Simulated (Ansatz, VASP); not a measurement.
## BP (BP, zinc blende or diamond type, a = 4.481 A): VASP beside Ansatz

One calculation is typed for both programs; each brings its own data sets. How far apart do they land? The cell is taken from a series of runs on this material, whose earlier steps may have relaxed, scaled, displaced or heated it; both programs get it as it stands.

Program: Ansatz 0.2.0. Level of theory: plane waves, with VASP 6.6.1 beside it; single point at LDA. Results are calculated unless marked as measured.

### Step 1. Starting point

The structure is cubic, space group F-43m (No. 216). Conventional cell: a = 4.481 Å, b = 4.481 Å, c = 4.481 Å, α = 90.00°, β = 90.00°, γ = 90.00°. B has 4 P at 1.94 Å nearest. Nearest to P lie 4 B at 1.94 Å. Farther neighbours are not listed.

Structure file:

```cif
data_structure
_symmetry_space_group_name_H-M 'P 1'
_symmetry_Int_Tables_number 1
_cell_length_a 3.1685
_cell_length_b 3.1685
_cell_length_c 4.4810
_cell_angle_alpha 90.000
_cell_angle_beta 90.000
_cell_angle_gamma 90.000
_cell_volume 44.99
loop_
_atom_site_label
_atom_site_type_symbol
_atom_site_fract_x
_atom_site_fract_y
_atom_site_fract_z
_atom_site_occupancy
B1 B 0.00000 0.00000 0.00000 1
B2 B 0.50000 0.50000 0.50000 1
P3 P 0.50000 0.00000 0.25000 1
P4 P 0.00000 0.50000 0.75000 1
```

### Step 2. VASP: single point, LDA

With cell and atoms fixed, the geometry can't cause a difference; cores, projectors, grids and the points listed under the comparison can.

Lines of VASP's logs that name or quote its potential files are left out, and so is its time.

File INCAR:

```
SYSTEM = BP
PREC = Accurate
ENCUT = 420
EDIFF = 1E-06
NELM = 120
ISMEAR = 0
SIGMA = 0.01
LREAL = .FALSE.
ALGO = Normal
GGA = PW92
NBANDS = 14
LORBIT = 11
LWAVE = .FALSE.
LCHARG = .FALSE.
ISIF = 2
LASPH = .TRUE.
GGA_COMPAT = .FALSE.
EFERMI = MIDGAP
```

File POSCAR:

```
BP
1.0
    3.1685454865      0.0000000000      0.0000000000
    0.0000000000      3.1685454865      0.0000000000
    0.0000000000      0.0000000000      4.4810000000
B P
2 2
Direct
    0.0000000000      0.0000000000      0.0000000000
    0.5000000000      0.5000000000      0.5000000000
    0.5000000000      0.0000000000      0.2500000000
    0.0000000000      0.5000000000      0.7500000000
```

File KPOINTS:

```
Automatic mesh
0
Gamma
8 8 6
0 0 0
```

Potentials, in the order of the species: B and P (LDA family, release 64).

On the command line:

```sh
mpirun -np 1 vasp_std
```

Numbers of over 12 decimals in the logs are rounded to 6 here.

Log:

```text
[banner, memory and clock lines left out]
running    1 mpi-ranks, on    1 nodes
 distrk:  each k-point on    1 cores,    1 groups
 distr:  one band on    1 cores,    1 groups

 POSCAR found type information on POSCAR B P
 POSCAR found :  2 types and       4 ions
|                                                                             |
|               ----> ADVICE to this user running VASP <----                  |
|                                                                             |
|     You enforced a specific xc type in the INCAR file but a different       |
|     [... a line on the potential file left out ...]
|     I HOPE YOU KNOW WHAT YOU ARE DOING!                                     |
|                                                                             |

 LDA part: xc-table for (Slater(with rela. corr.)+PW92), standard interpolation
 POSCAR, INCAR and KPOINTS ok, starting setup
 FFT: planning ... GRIDC
 FFT: planning ... GRID_SOFT
 FFT: planning ... GRID
 WAVECAR not read
 entering main loop
       N       E                     dE             d eps       ncg     rms          rms(c)
DAV:   1     0.243821504793E+02    0.24382E+02   -0.63926E+03  1680   0.870E+02
DAV:   2    -0.286069681298E+02   -0.52989E+02   -0.48996E+02  2358   0.151E+02
DAV:   3    -0.306214115202E+02   -0.20144E+01   -0.20046E+01  2250   0.288E+01
DAV:   4    -0.306379394227E+02   -0.16528E-01   -0.16525E-01  2010   0.318E+00
DAV:   5    -0.306381709895E+02   -0.23157E-03   -0.23153E-03  2250   0.346E-01    0.110E+01
DAV:   6    -0.290784332453E+02    0.15597E+01   -0.20927E+00  2064   0.898E+00    0.593E+00
DAV:   7    -0.288294175124E+02    0.24902E+00   -0.52223E-01  2186   0.437E+00    0.169E+00
DAV:   8    -0.288053955764E+02    0.24022E-01   -0.52477E-02  2004   0.151E+00    0.318E-01
DAV:   9    -0.288053080912E+02    0.87485E-04   -0.24831E-03  2214   0.350E-01    0.146E-01
DAV:  10    -0.288053155093E+02   -0.74182E-05   -0.14905E-04  1962   0.802E-02    0.357E-02
DAV:  11    -0.288053231173E+02   -0.76080E-05   -0.28801E-05  2172   0.317E-02    0.468E-02
DAV:  12    -0.288053215832E+02    0.15341E-05   -0.62633E-06  1974   0.145E-02    0.871E-03
DAV:  13    -0.288053215958E+02   -0.12602E-07   -0.38946E-07  1194   0.410E-03
   1 F= -.28805322E+02 E0= -.28805322E+02  d E =0.000000E+00
```

Parts of OUTCAR (step 2):

```text
ion  position               nearest neighbor table
   1  0.000  0.000  0.000-   3 1.94   4 1.94   4 1.94   3 1.94
   2  0.500  0.500  0.500-   3 1.94   4 1.94   3 1.94   4 1.94
   3  0.500  0.000  0.250-   1 1.94   2 1.94   2 1.94   1 1.94
   4  0.000  0.500  0.750-   1 1.94   2 1.94   1 1.94   2 1.94

  LATTYP: Found a simple tetragonal cell.
 ALAT       =     3.1685454865
 C/A-ratio  =     1.4142135624

 Subroutine GETGRP returns: Found  8 space group operations
 (whereof  8 operations were pure point group operations)

The static configuration has the point symmetry D_2d.

 Found     60 irreducible k-points:

   k-points           NKPTS =     60   k-points in BZ     NKDIM =     60   number of bands    NBANDS=     14

   dimension x,y,z NGX =    24 NGY =   24 NGZ =   30
   dimension x,y,z NGXF=    48 NGYF=   48 NGZF=   60

   ENCUT  =  420.0 eV  30.87 Ry    5.56 a.u.   5.29  5.29  7.49*2*pi/ulx,y,z

   NELECT =      16.0000    total number of electrons

 k-points in reciprocal lattice and weights: Automatic mesh
   0.00000000  0.00000000  0.00000000       0.003
   0.12500000  0.00000000  0.00000000       0.010
   0.25000000  0.00000000  0.00000000       0.010
   0.37500000  0.00000000  0.00000000       0.010
   0.50000000  0.00000000  0.00000000       0.005
   0.12500000  0.12500000  0.00000000       0.010
   0.25000000  0.12500000  0.00000000       0.021
   0.37500000  0.12500000  0.00000000       0.021
   0.50000000  0.12500000  0.00000000       0.010
[...]
0.50000000  0.37500000  0.50000000       0.010
   0.50000000  0.50000000  0.50000000       0.003

 average (electrostatic) potential at core
       1 -29.4579       2 -29.4579       3 -81.8321       4 -81.8321

 E-fermi :   8.4354

 k-point     1 :       0.0000    0.0000    0.0000
  band No.  band energies     occupation
    ...
      4       3.6254      2.00000
      5       3.6254      2.00000
      6       7.8653      2.00000
      7       7.8654      2.00000
      8       7.8654      2.00000
      9       9.1008      0.00000
     10       9.3918      0.00000
     11      11.3073      0.00000
     12      11.3074      0.00000
     13      11.3074      0.00000
    ...

 k-point     2 :       0.1250    0.0000    0.0000
  band No.  band energies     occupation
    ...
      4       2.6217      2.00000
      5       3.7869      2.00000
      6       6.7391      2.00000
      7       7.0749      2.00000
      8       7.7699      2.00000
      9       9.3969      0.00000
     10      10.8015      0.00000
     11      11.4970      0.00000
     12      11.7216      0.00000
     13      12.0927      0.00000
    ...

 k-point     3 :       0.2500    0.0000    0.0000
  band No.  band energies     occupation
    ...
      4       1.3783      2.00000
      5       4.2573      2.00000
      6       4.7964      2.00000
      7       5.4955      2.00000
      8       7.4250      2.00000
      9       9.9207      0.00000
     10      12.0678      0.00000
     11      12.4008      0.00000
     12      13.1057      0.00000
     13      13.8812      0.00000
    ...

  Total        0.2452050      0.2452050      0.2305343      0.0000000      0.0000000      0.0000000
  in kB        8.7326304      8.7326304      8.2101523      0.0000000      0.0000000      0.0000000
  external PRESSURE =       8.5584711 kB  Pullay stress =       0.0000000 kB

  energy-cutoff  :      420.00
  volume of cell :       44.99
      direct lattice vectors                 reciprocal lattice vectors
     3.168545486  0.000000000  0.000000000     0.315602223  0.000000000  0.000000000
     0.000000000  3.168545486  0.000000000     0.000000000  0.315602223  0.000000000
     0.000000000  0.000000000  4.481000000     0.000000000  0.000000000  0.223164472

 POSITION                                       TOTAL-FORCE (eV/Angst)
 -----------------------------------------------------------------------------------
      0.00000      0.00000      0.00000        -0.000000      0.000000      0.000000
      1.58427      1.58427      2.24050         0.000000      0.000000      0.000000
      1.58427      0.00000      1.12025        -0.000000     -0.000000      0.000000
      0.00000      1.58427      3.36075        -0.000000     -0.000000     -0.000000
 -----------------------------------------------------------------------------------
    total drift:                               -0.000000      0.000000      0.000000

  FREE ENERGIE OF THE ION-ELECTRON SYSTEM (eV)
  ---------------------------------------------------
  free  energy   TOTEN  =       -28.8053215958 eV

  energy  without entropy=      -28.8053215958  energy(sigma->0) =      -28.80532160

 total charge
# of ion       s       p       d       tot
------------------------------------------
    1        0.670   1.328   0.000   1.997
    2        0.670   1.328   0.000   1.997
    3        0.995   1.606   0.000   2.601
    4        0.995   1.606   0.000   2.601
--------------------------------------------------
tot          3.329   5.868   0.000   9.197

[... 3 further parts left out ...]
```

The run ends at a pressure of 0.86 GPa.

### Step 3. Ansatz: single point, LDA

Ansatz runs on its default PAW (the set named soft_2) files.

The same cell, functional (in two slightly different forms) and mesh now go to Ansatz, which takes its cutoff from its data sets.

File input.yaml:

```yaml
crystal:
  lattice:
    - [3.1685454865, 0.0, 0.0]
    - [0.0, 3.1685454865, 0.0]
    - [0.0, 0.0, 4.481]
  atoms:
    - { symbol: B, position: [0.0, 0.0, 0.0] }
    - { symbol: P, position: [0.5, 0.0, 0.25] }
    - { symbol: B, position: [0.5, 0.5, 0.5] }
    - { symbol: P, position: [0.0, 0.5, 0.75] }
kpoints:
  mp_grid: { grid: [8, 8, 6] }
hamiltonian:
  xc: lda
scf:
  occupations: { method: fixed }
  convergence: { dr2_threshold: 1.0e-09 }
output:
  transmission:
    leads: [[0, 0]]
    kpoints: [[0, 0], [0.5, 0], [0.5, 0.5], [0.25, 0]]
    e_range: [-2.04, 4.93]
    de: 0.17
```

On the command line:

```sh
ansatz run input.yaml --threads 2 --pin off --max-ram 4096MiB --backend cpu --events-out ev --progress --plain --runs-dir out
```

Log:

```text
Engine: ansatz 0.2.0, x86_64-unknown-linux-gnu
Pseudopotentials: kind: paw
Pseudopotential: B, paw, valence charge 3, recommended cutoff 420 eV (normal), B.paw.azcp
Pseudopotential: P, paw, valence charge 5, recommended cutoff 420 eV (normal), P.paw.azcp
Functional definition: SPW92
  exchange = slater_x
  correlation = pw_c
Crystal: 4 atoms, lattice volume = 44.988 Å³
Basis set: ecut = 420 eV, 903 PW (Γ)
Bands: 12, of which v1, the nominal top of the filled ones, is band 8 counted from 1 (7 counted from 0)
Symmetry: 16 space group operations
Space group: F-43m (ITA 216), of the structure as read, at distance tolerance 3.6e-5 Å
k-points: 60 of 384 (time reversal used)
Non-local potential: B, projectors of the file, l = 0: 2, l = 1: 2, l = 2: 1
Non-local potential: P, projectors of the file, l = 0: 2, l = 1: 2, l = 2: 2
PAW form: soft (Blöchl's): semilocal exchange-correlation on the pseudo side does not see the compensation charge
PAW frozen core: B, regenerated for the run's functional, and the local potential with it (the file was generated under x = pbe(κ = 0.804, μ = 0.219515), c = pbe(β = 0.066725))
PAW frozen core: P, regenerated for the run's functional, and the local potential with it (the file was generated under x = pbe(κ = 0.804, μ = 0.219515), c = pbe(β = 0.066725))
PAW one-centre angular grid: B, 110 points (default); XC on 64 Gauss nodes
PAW one-centre angular grid: P, 110 points (default); XC on 64 Gauss nodes
Initial density: superposition of atomic densities (neutral atoms: chi_scale 0, normalization atom), corrected by the library's trained network
Initial wavefunctions: pseudopotential atomic-orbital guess
Functional: x = slater, c = lda
SCF iter   1: F=—  HF=-1753.275262 eV  |F-HF|=—  |Δ(HF+E_count)|=         —  Δρ=5.22e-3  dr2=8.93e-3  ethr=1.77e-3  ⟨swp⟩=4.9  Hψ=4220  notcnv=0  defer=115
preconditioner: auto → none  [insulator: Δε(μ)=1.127 eV  Ē_g=10.931 eV  n_scr=6 (ndim 8)  ℏωp=22.1 eV  f_vac=0.000  ε∞_Penn≈5.1]
SCF iter   2: F=—  HF=-1753.273687 eV  |F-HF|=—  |Δ(HF+E_count)|=   1.58e-3  Δρ=2.27e-3  dr2=1.23e-3  ethr=5.58e-5  ⟨swp⟩=3.0  Hψ=1749  notcnv=0  defer=120
SCF iter   3: F=—  HF=-1753.273439 eV  |F-HF|=—  |Δ(HF+E_count)|=   2.48e-4  Δρ=9.67e-4  dr2=2.04e-4  ethr=7.71e-6  ⟨swp⟩=2.8  Hψ=1248  notcnv=0  defer=120
SCF iter   4: F=—  HF=-1753.273406 eV  |F-HF|=—  |Δ(HF+E_count)|=   3.26e-5  Δρ=6.35e-5  dr2=2.05e-6  ethr=1.27e-6  ⟨swp⟩=1.0  Hψ=722  notcnv=0  defer=106
SCF iter   5: F=—  HF=-1753.273407 eV  |F-HF|=—  |Δ(HF+E_count)|=   9.69e-7  Δρ=1.66e-5  dr2=8.25e-8  ethr=1.28e-8  ⟨swp⟩=2.0  Hψ=1200  notcnv=0  defer=96
SCF iter   6: F=—  HF=-1753.273407 eV  |F-HF|=—  |Δ(HF+E_count)|=   2.22e-8  Δρ=3.73e-6  dr2=7.55e-9  ethr=5.15e-10  ⟨swp⟩=2.0  Hψ=1168  notcnv=0  defer=95
SCF iter   7: F=-1753.273407 eV  HF=-1753.273407 eV  |F-HF|=3.21e-10  |Δ(HF+E_count)|=   2.34e-9  Δρ=9.32e-7  dr2=4.39e-10  ethr=6.25e-12  ⟨swp⟩=6.4  Hψ=3683  notcnv=0
SCF 1 converged in 7 iterations: F = -1753.273407 eV  dr2 = 4.39e-10
  greatest PAW one-centre occupation: 0.772 electrons in one spin orbital (limit 2), on the P atom at site 3 (counted from 0), in its partial waves of l = 0
transmission: 8 of 32 steps passed
transmission: 16 of 32 steps passed
transmission: 24 of 32 steps passed
transmission: 32 of 32 steps passed
SCF converged after 7 iterations
Free energy (F): -1753.273407 eV
Harris-Foulkes:  -1753.273407 eV  (|F-HF|=3.21e-10)
Internal energy: -1753.273407 eV  (E = F + TS)
E sigma→0 (E₀):  -1753.273407 eV
Fermi energy:    9.577045 eV
--- Per-component energies (eV) ---
  E_band       = 47.491813
  E_kinetic    = 247.937045
  E_local      = -134.919121  (includes V_loc(G=0)·N_el)
  E_nonlocal   = 94.329698
  E_hartree    = 33.015163
  E_xc         = -190.136810
  E_vxc        = -202.796781  (∫ρ·V_xc dr)
  E_paw        = -1225.579599  (= ΣΔE_a)
  E_vpaw       = -23.089333  (= ΣTr[D̂ρ^β])
  E_aug_tail   = -0.000000  (compensation charges beyond the density's cutoff)
  E_ewald      = -578.246154
  E_core_change = 0.326372  (= ΣΔE_core)
  E_smearing   = -0.000000  (= −TS)
  E_closure    = -0.000000  (closes the sum)
  Σ components = -1753.273407   (vs F -1753.273407, Δ=0.00e0)
--- Band table (eV; the first three rows and the last of 60) ---
  k-point 0: bands = [... 4 lower, 5.3365, 9.5769, 9.5770, 9.5770, 10.8103, 11.0967, 13.0145, 13.0146]
  k-point 1: bands = [... 4 lower, 5.4983, 8.9238, 8.9238, 9.0399, 10.7135, 11.6277, 12.6758, 13.8542]
  k-point 2: bands = [... 4 lower, 5.9784, 7.6933, 7.7880, 7.7880, 10.8762, 11.9885, 12.7703, 15.5331]
  k-point 59: bands = [... 4 lower, 3.6714, 3.6714, 3.8688, 3.8688, 14.8046, 14.8046, 16.3192, 16.3192]
--- Transmission ---
  basis      : 89 plane waves across, 8 finite elements along
  points     : 4, as listed
  energies   : 42 from -2.040000 to 4.930000 eV about the Fermi level, 0.170000 eV apart; the leads are filled to 0.568222 eV, and channels, transmission and decay are at 0.510000 eV
  crystal 0  : P2B2, at the sites [0, 0], period 4.4810 Å: whole cells are its period
    offset         : up to 0.0000 Å between an atom of the period and one for which it stands
    channels       : 0.000000e0 a spin
    conductance    : none, the energies end too early or step too widely for 300 K: set another output.transmission.e_range or a lower de, or, where they end at an eighth of basis.ecutwfc, a higher one
    slowest decay  : 0.1660 /Å at (0.0000, 0.0000)
```

Reading the cycles: dr2 is the Hartree energy of the density residual (eV), the measure of convergence; HF is the Harris–Foulkes estimate of the energy, which meets the free energy F at convergence.

### Step 4. Comparison

Known differences besides the potentials themselves: fixed occupations in Ansatz, narrow Gaussian smearing in VASP; VASP's log shows a relativistic correction to its local exchange, Ansatz's none. Total energies have different zeros and are not compared.

Both answers:

```
              quantity  Ansatz   VASP  difference
gap on the k mesh (eV)   1.136  1.140      -0.004
```

A gap on the mesh is an upper bound, since the band edges may lie between its points.

### Step 5. Results

| Item | Value |
| --- | --- |
| difference in gap on the k mesh (single point, LDA) | -0.0037 eV |

**Reading.** The difference in gap on the k mesh is -0.0037 eV (single point, LDA), within the 0.08 eV picked in this series as the mark of a large difference. How closely two codes agree says nothing of how well the functional describes the real material.

[Lines on the potential files, build, host, timing and source positions are cut from VASP's logs without a mark.]

[Logs are printed without paths, hosts, clocks, repeated set-up lines and the standing remarks that a program may print on its own settings, such as how far it seeks lower states.]

[Hosts, paths, dates, database ids (printed as entryN), source tags and the programs' standing remarks are cut or masked in the printed files.]
